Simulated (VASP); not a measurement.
Runs of VASP 6.6.1 on CdSi4O. It takes space group F-43m (No. 216, cubic). The conventional cell has a = 7.204 Å, b = 7.204 Å, c = 7.204 Å, α = 90.00°, β = 90.00°, γ = 90.00°. Around Cd (site symmetry -43m) lie 12 Si at 2.99 Å and 4 O at 3.12 Å. Si (site symmetry 3m) is surrounded by 6 Si at 2.51 to 2.58 Å. Around O (site symmetry -43m) lie 12 Si at 2.98 Å and 4 Cd at 3.12 Å. The cell was built by a generator and needn't be a form met in nature.

```csv
level,gap on the mesh (eV),pressure (GPa),relaxed volume (Å³/atom),largest force (eV/Å)
BLYP+D3(BJ),none,0.0,15.28,0.01
BLYP+D4,none,0.1,15.44,-
BLYP,none,0.0,(a),0.01
BLYP+D3,none,0.0,16.14,0.01
```

Alike in all rows: task relaxation of cell and atoms; potentials or basis VASP PAW PBE potentials, release 64 (Cd, Si, O); no spin polarisation; cell relaxed; k mesh 5 × 5 × 5; cutoff (eV) 600; smearing fermi-dirac 0.05 eV.

Question: Fill in the values left out.

Answer: (a) 16.99.

Caveats: the PAW data sets were made with another functional, which shifts forces and pressure a little; pairwise dispersion overbinds metals, which lowers pressure and volume (some runs).

A k mesh can miss the band edges, and the runs leave out spin-orbit coupling on Cd.

A gap of «none» marks a metal or a gap under the smearing width.
